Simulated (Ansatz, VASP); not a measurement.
**Zn (Zinc) in two plane-wave programs**

Aim: how closely do two programs agree when they are given the same cell, functional and k mesh? The structure shown comes from an earlier Ansatz run, which isn't shown and may have moved the atoms alone.

Calculated with Ansatz 0.2.0; plane waves, with VASP 6.6.1 beside it; elastic constants at LDA.

## (1) Set-up

Symmetry: P6_3/mmc, No. 194, hexagonal system. Conventional cell: a = 2.561 Å, b = 2.561 Å, c = 4.792 Å, α = 90.00°, β = 90.00°, γ = 120.00°. Nearest to Zn lie 12 Zn at 2.56 to 2.82 Å.

## (2) Ansatz: elastic constants, LDA

Ansatz runs on its default PAW (the set named soft_2) files.

Elastic constants are differences of stresses under small strains, so they test the stress and the mesh.

Input file input.yaml:

```yaml
crystal:
  lattice:
    - [2.5609243043, 0.0, 0.0]
    - [-1.2804621522, 2.2178255047, 0.0]
    - [0.0, 0.0, 4.7915923214]
  atoms:
    - { symbol: Zn, position: [0.3333333333, 0.6666666667, 0.25] }
    - { symbol: Zn, position: [0.6666666667, 0.3333333333, 0.75] }
kpoints:
  mp_grid: { grid: [27, 27, 12] }
hamiltonian:
  xc: lda
scf:
  occupations: { method: methfessel_paxton, width: 0.25 }
output:
  forces: true
  stress: true
  eigenvalues: true
basis:
  ecutwfc: 550.0
elastic:
  mode: relaxed_ion
  stencil: two_point
  amplitude: 0.01
```

Launch:

```bash
$ ansatz run input.yaml --threads 4 --pin off --max-ram 16384MiB --backend cpu --events-out ev --progress --plain --runs-dir out
```

Numbers of over 12 decimals in the logs are rounded to 6 here.

Output:

```text
Engine: ansatz 0.2.0, aarch64-unknown-linux-gnu
Pseudopotentials: kind: paw
Pseudopotential: Zn, paw, valence charge 12, recommended cutoff 420 eV (normal), Zn.paw.azcp
Functional definition: SPW92
  exchange = slater_x
  correlation = pw_c
Crystal: 2 atoms, lattice volume = 27.215 Å³
Basis set: ecut = 550 eV, 799 PW (Γ)
Bands: 16, of which v1, the nominal top of the filled ones, is band 12 counted from 1 (11 counted from 0)
Symmetry: 24 space group operations
Space group: P63/mmc (ITA 194), of the structure as read, at distance tolerance 3.0e-5 Å
k-points: 525 of 8748
Non-local potential: Zn, projectors of the file, l = 0: 2, l = 1: 2, l = 2: 3, l = 3: 1
PAW form: soft (Blöchl's): semilocal exchange-correlation on the pseudo side does not see the compensation charge
PAW frozen core: Zn, regenerated for the run's functional, and the local potential with it (the file was generated under x = pbe(κ = 0.804, μ = 0.219515), c = pbe(β = 0.066725))
PAW one-centre angular grid: Zn, 590 points (default); XC on 64 Gauss nodes
Initial density: superposition of atomic densities (neutral atoms: chi_scale 0, normalization atom), corrected by the library's trained network
Initial wavefunctions: pseudopotential atomic-orbital guess
Functional: x = slater, c = lda
SCF iter   1: F=—  HF=-6492.519289 eV  |F-HF|=—  |Δ(HF+E_count)|=         —  Δρ=6.09e-3  dr2=3.64e-3  ethr=1.77e-3  ⟨swp⟩=4.7  Hψ=41971  notcnv=0
preconditioner: auto → none  [metal: Δε(μ)=0.014 eV  Ē_g=13.878 eV  σ=0.250 eV  W_gap=0.05  n_scr=4 (ndim 8)  ℏωp=34.9 eV  f_vac=0.000  D(μ)=0.23/eV (n_scr^D=0)  sad-step TF]
SCF iter   2: F=—  HF=-6492.518557 eV  |F-HF|=—  |Δ(HF+E_count)|=   7.33e-4  S|Δr|=    0.00e0  Δρ=1.61e-3  dr2=4.44e-4  ethr=1.52e-5  ⟨swp⟩=2.0  Hψ=18766  notcnv=0
SCF iter   3: F=—  HF=-6492.518330 eV  |F-HF|=—  |Δ(HF+E_count)|=   2.27e-4  S|Δr|=    0.00e0  Δρ=1.37e-3  dr2=1.76e-4  ethr=1.85e-6  ⟨swp⟩=2.0  Hψ=14259  notcnv=0
SCF iter   4: F=—  HF=-6492.518319 eV  |F-HF|=—  |Δ(HF+E_count)|=   1.07e-5  S|Δr|=    0.00e0  Δρ=2.19e-4  dr2=5.00e-6  ethr=7.32e-7  ⟨swp⟩=1.0  Hψ=8397  notcnv=0
SCF iter   5: F=—  HF=-6492.518319 eV  |F-HF|=—  |Δ(HF+E_count)|=   5.80e-8  S|Δr|=    0.00e0  Δρ=3.17e-5  dr2=1.69e-7  ethr=2.09e-8  ⟨swp⟩=1.3  Hψ=10324  notcnv=0
SCF iter   6: F=—  HF=-6492.518319 eV  |F-HF|=—  |Δ(HF+E_count)|=   4.24e-7  S|Δr|=    0.00e0  Δρ=8.94e-6  dr2=8.97e-9  ethr=7.02e-10  ⟨swp⟩=2.3  Hψ=14564  notcnv=0
SCF iter   7: F=—  HF=-6492.518319 eV  |F-HF|=—  |Δ(HF+E_count)|=   2.17e-9  S|Δr|=    0.00e0  Δρ=1.67e-6  dr2=3.19e-10  ethr=3.74e-11  ⟨swp⟩=2.5  Hψ=14509  notcnv=0
SCF iter   8: F=—  HF=-6492.518319 eV  |F-HF|=—  |Δ(HF+E_count)|=  8.37e-11  S|Δr|=    0.00e0  Δρ=1.63e-7  dr2=3.03e-12  ethr=1.33e-12  ⟨swp⟩=2.8  Hψ=14940  notcnv=0
SCF iter   9: F=-6492.518319 eV  HF=-6492.518319 eV  |F-HF|=0.00e0  |Δ(HF+E_count)|=    0.00e0  S|Δr|=    0.00e0  Δρ=6.38e-9  dr2=4.98e-15  ethr=1.00e-12  ⟨swp⟩=3.8  Hψ=40621  notcnv=0
SCF 1 converged in 9 iterations: F = -6492.518319 eV  dr2 = 4.98e-15
  greatest PAW one-centre occupation: 0.981 electrons in one spin orbital (limit 2), on the Zn atom at site 1 (counted from 0), in its partial waves of l = 2
Crystal: 2 atoms, lattice volume = 26.943 Å³
Basis set: ecut = 550 eV, 791 PW (Γ)
Symmetry: 8 space group operations
k-points: 1372 of 8748
Initial density: handed on by an earlier stage of this run
Initial wavefunctions: pseudopotential atomic-orbital guess (no wavefunctions were taken with the density)
iter 1 solved again at ethr=5.90e-4 eV; its pass at ethr=3.10e-3 eV (dr2=1.42e-1 eV) is discarded
SCF iter   1: F=—  HF=-6492.570473 eV  |F-HF|=—  |Δ(HF+E_count)|=         —  Δρ=3.90e-2  dr2=1.42e-1  ethr=5.90e-4  ⟨swp⟩=1.0  Hψ=140947  notcnv=0
preconditioner: auto → none  [metal: Δε(μ)=0.003 eV  Ē_g=13.675 eV  σ=0.250 eV  W_gap=0.01  n_scr=4 (ndim 8)  ℏωp=35.0 eV  f_vac=0.000  D(μ)=0.22/eV (n_scr^D=0)]
SCF iter   2: F=—  HF=-6492.531907 eV  |F-HF|=—  |Δ(HF+E_count)|=   3.86e-2  S|Δr|=    0.00e0  Δρ=1.27e-2  dr2=2.13e-2  ethr=5.90e-4  ⟨swp⟩=2.0  Hψ=43632  notcnv=0
SCF iter   3: F=—  HF=-6492.516966 eV  |F-HF|=—  |Δ(HF+E_count)|=   1.49e-2  S|Δr|=    0.00e0  Δρ=8.38e-3  dr2=3.80e-3  ethr=8.88e-5  ⟨swp⟩=2.0  Hψ=53049  notcnv=0  defer=6
SCF iter   4: F=—  HF=-6492.515859 eV  |F-HF|=—  |Δ(HF+E_count)|=   1.11e-3  S|Δr|=    0.00e0  Δρ=1.62e-3  dr2=1.56e-4  ethr=1.58e-5  ⟨swp⟩=2.3  Hψ=36884  notcnv=0  defer=6
SCF iter   5: F=—  HF=-6492.516021 eV  |F-HF|=—  |Δ(HF+E_count)|=   1.63e-4  S|Δr|=    0.00e0  Δρ=2.19e-4  dr2=5.75e-6  ethr=6.49e-7  ⟨swp⟩=2.0  Hψ=37763  notcnv=0  defer=6
SCF iter   6: F=—  HF=-6492.516023 eV  |F-HF|=—  |Δ(HF+E_count)|=   1.51e-6  S|Δr|=    0.00e0  Δρ=1.67e-5  dr2=4.00e-8  ethr=2.40e-8  ⟨swp⟩=2.0  Hψ=37297  notcnv=0  defer=6
[...]
SCF 13 converged in 5 iterations: F = -6492.517831 eV  dr2 = 5.59e-14
relax step   3: F+E_penalty+E_count = -6492.51783129 eV  Δ(F+E_penalty+E_count) = -1.714e-8 eV  max|allowed force component| = 6.910e-6 eV/Å  Δτ_max = 0.0001 Å  (5 SCF iters, accepted)
[...]
relax step   1: F+E_penalty+E_count = -6492.51783123 eV  Δ(F+E_penalty+E_count) = +0.000e0 eV  max|allowed force component| = 2.792e-4 eV/Å  Δτ_max = 0.0000 Å  (10 SCF iters, accepted)
[...]
relax step   2: F+E_penalty+E_count = -6492.51783129 eV  Δ(F+E_penalty+E_count) = -5.463e-8 eV  max|allowed force component| = 4.136e-5 eV/Å  Δτ_max = 0.0002 Å  (6 SCF iters, accepted)
iter 1 solved again at ethr=1.00e-12 eV; its pass at ethr=3.10e-3 eV (dr2=8.95e-15 eV) is discarded
SCF iter   1: F=—  HF=-6492.517831 eV  |F-HF|=—  |Δ(HF+E_count)|=         —  Δρ=6.85e-9  dr2=6.31e-15  ethr=1.00e-12  ⟨swp⟩=2.4  Hψ=216613  notcnv=0
SCF iter   2: F=-6492.517831 eV  HF=-6492.517831 eV  |F-HF|=1.82e-12  |Δ(HF+E_count)|=  2.73e-12  S|Δr|=    0.00e0  Δρ=3.30e-9  dr2=1.53e-15  ethr=1.00e-12  ⟨swp⟩=4.5  Hψ=133489  notcnv=0
SCF 17 converged in 2 iterations: F = -6492.517831 eV  dr2 = 1.53e-15
SCF converged after 9 iterations
Stability not checked: this state was not tested for a lower state beside it, because cold or Methfessel-Paxton smearing, or corrected tetrahedra, fill the levels in a way that the test cannot read (fill_not_monotonic; see scf.lower_state_search)
Free energy (F): -6492.518319 eV
Harris-Foulkes:  -6492.518319 eV  (|F-HF|=0.00e0)
Internal energy: -6492.520433 eV  (E = F + TS)
E sigma→0 (E₀):  -6492.518848 eV
Entropy (-TS):   0.002114 eV (1.057 meV/atom)
Fermi energy:    12.400491 eV
--- Per-component energies (eV) ---
  E_band       = 121.247033
  E_kinetic    = 265.311537
  E_local      = -2937.485029  (includes V_loc(G=0)·N_el)
  E_nonlocal   = 1225.412150
  E_hartree    = 1230.932893
  E_xc         = -273.928542
  E_vxc        = -110.592504  (∫ρ·V_xc dr)
  E_paw        = -3504.838371  (= ΣΔE_a)
  E_vpaw       = -783.265023  (= ΣTr[D̂ρ^β])
  E_aug_tail   = 0.000111  (compensation charges beyond the density's cutoff)
  E_ewald      = -2501.039465
  E_core_change = 3.114283  (= ΣΔE_core)
  E_smearing   = 0.002114  (= −TS)
  E_closure    = -0.000000  (closes the sum)
  Σ components = -6492.518319   (vs F -6492.518319, Δ=0.00e0)
--- Forces (eV/Å), atoms counted from 1 ---
  atom   1  Zn    -0.00000000    -0.00000000     0.00000000
  atom   2  Zn     0.00000000     0.00000000     0.00000000
  max |Σ_I F_I| component: 1.85e-17 eV/Å
--- Stress (GPa, compression-positive) ---
        0.000674       0.000000       0.000000
        0.000000       0.000674       0.000000
        0.000000       0.000000      -0.001670
  P = ⅓ Tr σ = -0.0001 GPa (-0.001 kbar)
--- Band table (eV; the first three rows and the last of 525) ---
  k-point 0: bands = [... 8 lower, 4.8470, 5.0954, 5.0954, 8.1794, 9.3126, 26.5749, 30.4562, 31.2632]
  k-point 1: bands = [... 8 lower, 4.8529, 5.0924, 5.0924, 7.5290, 10.0627, 25.7210, 31.2952, 31.3089]
  k-point 2: bands = [... 8 lower, 4.8696, 5.0835, 5.0835, 6.6198, 11.2747, 24.0904, 31.4447, 31.4447]
  k-point 524: bands = [... 8 lower, 5.0808, 5.0808, 13.3709, 13.3709, 14.3085, 14.3085, 14.9807, 14.9807]
--- Elastic constants: 3 strain directions × 2 members + reference (group order 24) ---
  dense FFT box of the reference and of every strained cell: 20×20×40
  strains applied: 11, 33, 23; error gains: componentwise 1.00 (the most a stress slope's error grows in a printed constant), spectral 1.41 (1 for all six strains in a standard setting)
  C = ∂σ_k/∂η_j (tension-positive GPa; Voigt order 11 22 33 23 13 12):
       254.081     55.542     52.149      0.000      0.000     -0.000
        55.542    254.081     52.149      0.000      0.000     -0.000
        52.898     52.898    122.052      0.000      0.000      0.000
         0.000      0.000      0.000     57.181      0.000      0.000
         0.000      0.000      0.000      0.000     57.181      0.000
        -0.000     -0.000     -0.000      0.000      0.000     99.269
  reference stress σ⁰ (GPa):     -0.001     -0.001      0.002     -0.000     -0.000     -0.000
  C* (energy form; C + prestress term) asymmetry max|C*_kj − C*_jk| = 7.505e-1 GPa — a small one proves nothing (zero by symmetry where the batch's group is 432, −43m or m−3m); a large one is finite-difference/SCF noise where every solve meets its electron count
  moduli (Voigt/Reuss/Hill, GPa): K = 105.71/93.92/99.81   G = 74.03/66.87/70.45   E = 171.10   ν = 0.214
  mechanically stable: yes (min eigenvalue of sym C = 57.18 GPa)
  strain η (Voigt 11):  stress-route row diagonal C_11 = 254.08 GPa, energy-path curvature d²(F+E_count+ΔE)/dδ²/Ω₀ = 255.47 GPa
         δ    σ_11 (GPa)             F (eV)   n_scf  n_hpsi   n_pw
    -1.000e-2      -2.7577       -6492.5160238       2  234460    810   relax 3 steps, max|allowed force component| 4.43e-5 eV/Å
     1.000e-2       2.3239       -6492.5162760       2  236303    833   relax 2 steps, max|allowed force component| 3.08e-5 eV/Å
  strain η (Voigt 33):  stress-route row diagonal C_33 = 122.05 GPa, energy-path curvature d²(F+E_count+ΔE)/dδ²/Ω₀ = 123.32 GPa
         δ    σ_33 (GPa)             F (eV)   n_scf  n_hpsi   n_pw
    -1.000e-2      -1.2293       -6492.5172688       8  186220    810   relax 0 steps, max|allowed force component| 1.39e-16 eV/Å
     1.000e-2       1.2117       -6492.5172755       7  166610    829   relax 0 steps, max|allowed force component| 2.59e-16 eV/Å
  strain η (Voigt 23):  stress-route row diagonal C_44 = 57.18 GPa, energy-path curvature d²(F+E_count+ΔE)/dδ²/Ω₀ = 57.49 GPa
         δ    σ_23 (GPa)             F (eV)   n_scf  n_hpsi   n_pw
    -1.000e-2      -0.5718       -6492.5178313       2  392138    816   relax 3 steps, max|allowed force component| 6.91e-6 eV/Å
     1.000e-2       0.5718       -6492.5178313       2  391658    816   relax 2 steps, max|allowed force component| 4.14e-5 eV/Å
```

In the SCF lines HF is the Harris–Foulkes energy and dr2 the Hartree energy of the density residual, in eV; the loop may stop once dr2 is under the threshold and the program's other checks hold. Hψ counts applications of the Hamiltonian.

(Continued in part 2 of 2.)

[Lines on the potential files, build, host, timing and source positions are cut from VASP's logs without a mark.]

[Logs are printed without paths, hosts, clocks, repeated set-up lines and the standing remarks that a program may print on its own settings, such as how far it seeks lower states.]

[Hosts, paths, dates, database ids (printed as entryN), source tags and the programs' standing remarks are cut or masked in the printed files.]
